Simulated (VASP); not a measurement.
Given:

```
GaS
1.0
    1.78669     1.03154     7.99923
   -1.78669     1.03154     7.99923
    0.00000    -2.06309     7.99923
Ga S
2 2
Direct
  0.94941   0.94941   0.94941
  0.05059   0.05059   0.05059
  0.23761   0.23761   0.23761
  0.76239   0.76239   0.76239
```

Computed with PBEsol GGA, VASP's PBE PAW potentials (set 64) (plane waves; VASP). Settings: 400 eV cut-off, 8×8×8 Γ-centred mesh, tetrahedra with Blöchl corrections, potentials Ga_d S.

Problem. Predict the energy per atom (σ→0), band gap (on the k-mesh) with the smallest direct gap where there is one.

Solution. 
```yaml
band gap (on the k-mesh): 1.80 eV
smallest direct gap (on the k-mesh): 1.80 eV
energy per atom (σ→0): -4.517 eV/atom
```

Only differences to runs with the same potentials and settings are physical.

The structure comes from a computed database's GaS entry (R-3m); how it stands against other phases isn't given here. It was relaxed first.
